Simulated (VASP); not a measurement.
An input for Ansatz (written as the equivalent of a VASP run, and not itself run):

Ansatz 0.2 input:
```yaml
crystal:
  lattice:
    - [3.4860780, 0.0000000, 0.0000000]
    - [0.0000000, 3.4860780, 0.0000000]
    - [0.0000000, 0.0000000, 3.4860780]
  atoms:
    - { symbol: In, position: [0.0000000, 0.0000000, 0.0000000] }
    - { symbol: W, position: [0.5000000, 0.5000000, 0.5000000] }
kpoints:
  mp_grid: { grid: [4, 4, 4] }
hamiltonian:
  xc: pbe
  pseudopotentials: { kind: paw }
scf:
  occupations: { method: fermi_dirac, width: 0.136 }
  max_iter: 100
output: { forces: true, stress: true, eigenvalues: true }
```

Write the VASP files for the same calculation (PBE).

This is not unique; one that fits is 
**POSCAR**
```
InW
1
    3.4860780000     0.0000000000     0.0000000000
    0.0000000000     3.4860780000     0.0000000000
    0.0000000000     0.0000000000     3.4860780000
In W
1 1
Direct
  0.0000000000   0.0000000000   0.0000000000
  0.5000000000   0.5000000000   0.5000000000
```

**KPOINTS**
```
kpoints
0
G
 4 4 4
```

**INCAR**
```
ALGO  =  Normal
EDIFF  =  1E-6
ENCUT  =  300
GGA  =  PE
ISIF  =  2
ISMEAR  =  -1
LASPH  =  .TRUE.
LCHARG  =  .FALSE.
LMAXMIX  =  6
LREAL  =  .FALSE.
LWAVE  =  .FALSE.
NELM  =  100
PREC  =  Accurate
SIGMA  =  0.136
SYSTEM  =  InW
```

POTCAR, in this order: In_d W_sv (PBE.64 set). Program: vasp_std.

Limits of the translation: each code has its own PAW files, so the cut-off isn't converted (ENCUT is set for VASP's; basis.ecutwfc is left out, and Ansatz then takes the one that its files recommend); Ansatz stops its SCF on the density residual and VASP on the energy change (EDIFF).

The structure was generated: InW was put into an ordered model structure, which need not be its known phase. The cell was not relaxed at this level. The k-mesh is coarse (spacing up to 0.45 per Å, 2π included), so the numbers may not be converged in it. The run is one of a series of settings (KPOINTS 4×4×4 Γ-centred mesh against the base run), some of them coarse on purpose.
